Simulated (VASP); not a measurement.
Level of theory: r2SCAN meta-GGA, VASP's PBE PAW potentials (set 64) (plane waves; VASP).

VASP ran on this input.

**KPOINTS**
```
Automatic mesh
0
Gamma
12 12 12
0 0 0
```

INCAR:
```
! general
SYSTEM =AgB
PREC   =Accurate
ENCUT  =600
LREAL  =.FALSE.
LASPH  =.TRUE.

! electronic loop
EDIFF  =1E-7
NELM   =100
ALGO   =Normal
LMAXMIX=4
LMIXTAU=.TRUE.

! smearing
ISMEAR =1
SIGMA  =0.1

! functional
METAGGA=R2SCAN

! ions
ISIF   =2

! output
LWAVE  =.FALSE.
LCHARG =.FALSE.
```

POSCAR:
```
AgB
1
    2.8868547840     0.0000000000     0.0000000000
    0.0000000000     2.8868547840     0.0000000000
    0.0000000000     0.0000000000     2.8868547840
Ag B
1 1
Direct
  0.0000000000   0.0000000000   0.0000000000
  0.5000000000   0.5000000000   0.5000000000
```

POTCAR, in this order: Ag B (PBE.64 set). Program: vasp_std.

What VASP printed:

OSZICAR:
```
       N       E                     dE             d eps       ncg     rms          rms(c)
DAV:   1     0.448578322893E+02    0.44858E+02   -0.79755E+03  1856   0.139E+03
DAV:   2    -0.290903202725E+02   -0.73948E+02   -0.70123E+02  1983   0.252E+02
DAV:   3    -0.304903055326E+02   -0.14000E+01   -0.13773E+01  2127   0.365E+01
DAV:   4    -0.304969608878E+02   -0.66554E-02   -0.66540E-02  2067   0.260E+00
DAV:   5    -0.304970221205E+02   -0.61233E-04   -0.61233E-04  2159   0.259E-01    0.113E+01
DAV:   6    -0.257703809479E+02    0.47266E+01   -0.14754E+01  1884   0.487E+01    0.110E+01
DAV:   7    -0.258064208736E+02   -0.36040E-01   -0.97933E-01  1914   0.135E+01    0.528E+00
DAV:   8    -0.257960384110E+02    0.10382E-01   -0.15333E-01  1989   0.496E+00    0.830E-01
DAV:   9    -0.257897833235E+02    0.62551E-02   -0.34615E-02  1908   0.248E+00    0.178E-01
DAV:  10    -0.257953703285E+02   -0.55870E-02   -0.92207E-03  1914   0.121E+00    0.751E-02
DAV:  11    -0.257958837978E+02   -0.51347E-03   -0.11058E-03  2050   0.427E-01    0.633E-02
DAV:  12    -0.257958940415E+02   -0.10244E-04   -0.49380E-05  2102   0.889E-02    0.416E-02
DAV:  13    -0.257959686727E+02   -0.74631E-04   -0.90221E-05  1953   0.123E-01    0.368E-03
DAV:  14    -0.257959672738E+02    0.13989E-05   -0.56740E-06  1935   0.324E-02    0.562E-03
DAV:  15    -0.257959715564E+02   -0.42826E-05   -0.21374E-06  2044   0.169E-02    0.269E-03
DAV:  16    -0.257959719946E+02   -0.43818E-06   -0.70612E-07  2011   0.982E-03    0.419E-04
DAV:  17    -0.257959719446E+02    0.49950E-07   -0.34540E-08   999   0.258E-03
   1 F= -.25795972E+02 E0= -.25796255E+02  d E =0.849129E-03
```

**OUTCAR**
```
------------------------ aborting loop because EDIFF is reached ----------------------------------------
  FORCE on cell =-STRESS in cart. coord.  units (eV):
  Direction    XX          YY          ZZ          XY          YZ          ZX
  --------------------------------------------------------------------------------------
  Total        0.4031267      0.4031267      0.4031267     -0.0000000     -0.0000000      0.0000000
  in kB       26.8458575     26.8458575     26.8458575     -0.0000000     -0.0000000      0.0000000
  external PRESSURE =      26.8458575 kB  Pullay stress =       0.0000000 kB
  volume of cell :       24.06
      direct lattice vectors                 reciprocal lattice vectors
     2.886854784  0.000000000  0.000000000     0.346397749  0.000000000  0.000000000
     0.000000000  2.886854784  0.000000000     0.000000000  0.346397749  0.000000000
     0.000000000  0.000000000  2.886854784     0.000000000  0.000000000  0.346397749
 POSITION                                       TOTAL-FORCE (eV/Angst)
 -----------------------------------------------------------------------------------
      0.00000      0.00000      0.00000         0.000000      0.000000      0.000000
      1.44343      1.44343      1.44343         0.000000      0.000000      0.000000
 -----------------------------------------------------------------------------------
    total drift:                                0.000000      0.000000      0.000000
  FREE ENERGIE OF THE ION-ELECTRON SYSTEM (eV)
  ---------------------------------------------------
  free  energy   TOTEN  =       -25.7959719446 eV

  energy  without entropy=      -25.7968210736  energy(sigma->0) =      -25.79625499
```
(Selected blocks of OUTCAR.)

**OUTCAR**
```
 val. band max:        8.8942507630   @ k =   0.2500   0.1667   0.1667

 cond. band min:       8.9751332264   @ k =   0.5000   0.3333   0.3333


 Fermi energy:         8.9601769599

 k-point     1 :       0.0000    0.0000    0.0000
  band No.  band energies     occupation
      1      -3.5576      2.00000
      2       1.7023      2.00000
      3       1.7023      2.00000
      4       4.0118      2.00000
      5       4.0118      2.00000
      6       4.0118      2.00000
      7      10.9336     -0.00000
      8      10.9336     -0.00000
      9      10.9336     -0.00000
     10      18.0162      0.00000
     11      21.6208      0.00000

 k-point     2 :       0.0833    0.0000    0.0000
  band No.  band energies     occupation
      1      -3.4299      2.00000
      2       1.7240      2.00000
      3       1.7524      2.00000
      4       3.9131      2.00000
      5       3.9131      2.00000
      6       4.0186      2.00000
      7      10.3895     -0.00000
      8      11.1255      0.00000
      9      11.1255      0.00000
     10      18.2580      0.00000
     11      21.5291      0.00000

 k-point     3 :       0.1667    0.0000    0.0000
  band No.  band energies     occupation
      1      -3.0533      2.00000
      2       1.7838      2.00000
      3       1.8707      2.00000
      4       3.6615      2.00000
      5       3.6615      2.00000
      6       4.0371      2.00000
      7       9.1522     -0.02051
      8      11.6501      0.00000
      9      11.6501      0.00000
     10      18.6665      0.00000
     11      21.2747      0.00000

 k-point     4 :       0.2500    0.0000    0.0000
  band No.  band energies     occupation
      1      -2.4473      2.00000
      2       1.8672      2.00000
      3       1.9495      2.00000
      4       3.3524      2.00000
      5       3.3524      2.00000
      6       4.0625      2.00000
      7       7.8005      2.00000
      8      12.3884      0.00000
      9      12.3884      0.00000
...
```

The structure was generated: AgB was put into the CsCl type (Pm-3m), which need not be its known phase. This cell was strained or had an atom moved on purpose.
